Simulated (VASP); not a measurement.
These are HSE06 screened hybrid, VASP's PBE PAW potentials (set 64) (plane waves; VASP) values and carry that method's errors.

A VASP calculation is set up with these files.

File KPOINTS:
```
Automatic mesh
0
Gamma
4 4 4
0 0 0
```

**INCAR**
```
LASPH = .TRUE.   ! aspherical one-centre terms
ISMEAR = 0   ! Gaussian
NELM = 100   ! most electronic steps
ENCUT = 300   ! plane-wave cut-off (eV)
ALGO = Normal
PREC = Accurate
AEXX = 0.25
LCHARG = .FALSE.
LHFCALC = .TRUE.
EDIFF = 1E-6
PRECFOCK = Fast
SIGMA = 0.01   ! width (eV)
SYSTEM = CsPbCl3
ISYM = 3
LMAXMIX = 4   ! l cut-off of mixed one-centre charges
HFSCREEN = 0.2
ISIF = 2
LWAVE = .FALSE.
LREAL = .FALSE.   ! projection in real space or not
GGA = PE
```

### POSCAR
```
CsPbCl3
5.6167940
  1.0000000000   0.0000000000   0.0000000000
  0.0000000000   1.0000000000   0.0000000000
  0.0000000000   0.0000000000   1.0000000000
Cs Pb Cl
1 1 3
direct
  0.0000000000   0.0000000000   0.0000000000
  0.5000000000   0.5000000000   0.5000000000
  0.0000000000   0.5000000000   0.5000000000
  0.5000000000   0.0000000000   0.5000000000
  0.5000000000   0.5000000000   0.0000000000
```

POTCAR, in this order: Cs_sv Pb_d Cl (PBE.64 set). Program: vasp_std.

The run wrote:

OSZICAR:
```
       N       E                     dE             d eps       ncg     rms          rms(c)
DAV:   1    -0.393808700878E+04   -0.39381E+04   -0.15266E+04   536   0.105E+03
DAV:   2    -0.426648108998E+04   -0.32839E+03   -0.32241E+03   658   0.298E+02
DAV:   3    -0.430396110649E+04   -0.37480E+02   -0.37334E+02   600   0.120E+02
DAV:   4    -0.430524070637E+04   -0.12796E+01   -0.12775E+01   678   0.283E+01
DAV:   5    -0.218067076221E+02    0.42834E+04   -0.16708E+01   624   0.467E+01    0.628E+00
DAV:   6    -0.208646157745E+02    0.94209E+00   -0.28106E+00   684   0.137E+01    0.401E+00
DAV:   7    -0.208784598383E+02   -0.13844E-01   -0.11318E+00   770   0.632E+00    0.309E+00
DAV:   8    -0.208964959168E+02   -0.18036E-01   -0.90601E-02   752   0.161E+00    0.196E+00
DAV:   9    -0.208922745490E+02    0.42214E-02   -0.79932E-03   652   0.616E-01    0.102E+00
DAV:  10    -0.208918802783E+02    0.39427E-03   -0.40286E-03   640   0.397E-01    0.485E-01
DAV:  11    -0.208922469586E+02   -0.36668E-03   -0.99710E-04   758   0.221E-01    0.240E-01
DAV:  12    -0.208924977894E+02   -0.25083E-03   -0.32520E-04   742   0.137E-01    0.130E-01
DAV:  13    -0.208926559123E+02   -0.15812E-03   -0.15798E-04   718   0.892E-02    0.768E-02
DAV:  14    -0.208927480826E+02   -0.92170E-04   -0.65712E-05   646   0.551E-02    0.473E-02
DAV:  15    -0.208927965057E+02   -0.48423E-04   -0.27320E-05   590   0.344E-02    0.302E-02
DAV:  16    -0.208928207008E+02   -0.24195E-04   -0.12113E-05   612   0.223E-02    0.198E-02
DAV:  17    -0.208928325467E+02   -0.11846E-04   -0.54191E-06   518   0.148E-02    0.134E-02
DAV:  18    -0.208928382515E+02   -0.57048E-05   -0.27086E-06   518   0.103E-02    0.918E-03
DAV:  19    -0.208928410568E+02   -0.28053E-05   -0.12171E-06   396   0.681E-03    0.632E-03
DAV:  20    -0.208928424227E+02   -0.13659E-05   -0.70358E-07   360   0.533E-03    0.439E-03
DAV:  21    -0.208928430984E+02   -0.67573E-06   -0.43002E-07   400   0.439E-03
   1 F= -.20892843E+02 E0= -.20892843E+02  d E =-.226713E-14
```

OUTCAR:
```
------------------------ aborting loop because EDIFF is reached ----------------------------------------
  FORCE on cell =-STRESS in cart. coord.  units (eV):
  Direction    XX          YY          ZZ          XY          YZ          ZX
  --------------------------------------------------------------------------------------
  Total        1.0011954      1.0011954      1.0011954     -0.0000000     -0.0000000      0.0000000
  in kB        9.0524045      9.0524045      9.0524045     -0.0000000     -0.0000000      0.0000000
  external PRESSURE =       9.0524045 kB  Pullay stress =       0.0000000 kB
  volume of cell :      177.20
      direct lattice vectors                 reciprocal lattice vectors
     5.616794000  0.000000000  0.000000000     0.178037507  0.000000000  0.000000000
     0.000000000  5.616794000  0.000000000     0.000000000  0.178037507  0.000000000
     0.000000000  0.000000000  5.616794000     0.000000000  0.000000000  0.178037507
 POSITION                                       TOTAL-FORCE (eV/Angst)
 -----------------------------------------------------------------------------------
      0.00000      0.00000      0.00000         0.000000      0.000000      0.000000
      2.80840      2.80840      2.80840         0.000000      0.000000      0.000000
      0.00000      2.80840      2.80840         0.000000      0.000000      0.000000
      2.80840      0.00000      2.80840         0.000000      0.000000      0.000000
      2.80840      2.80840      0.00000         0.000000      0.000000      0.000000
 -----------------------------------------------------------------------------------
    total drift:                                0.000009     -0.000003      0.000001
  FREE ENERGIE OF THE ION-ELECTRON SYSTEM (eV)
  ---------------------------------------------------
  free  energy   TOTEN  =       -20.8928430984 eV

  energy  without entropy=      -20.8928430984  energy(sigma->0) =      -20.89284310

  exchange ACFDT corr.  =         0.00000000  see jH, gK, PRB 81, 115126
```
(Selected blocks of OUTCAR.)

At this cut-off the stress carries a Pulay error, which pulls relaxed volumes low.

The structure comes from a computed database's CsPbCl3 entry; how it stands against other phases isn't given here. The cell was not relaxed at this level. The run is one of a series of settings (KPOINTS 4×4×4 Γ-centred mesh against the base run), some of them coarse on purpose.
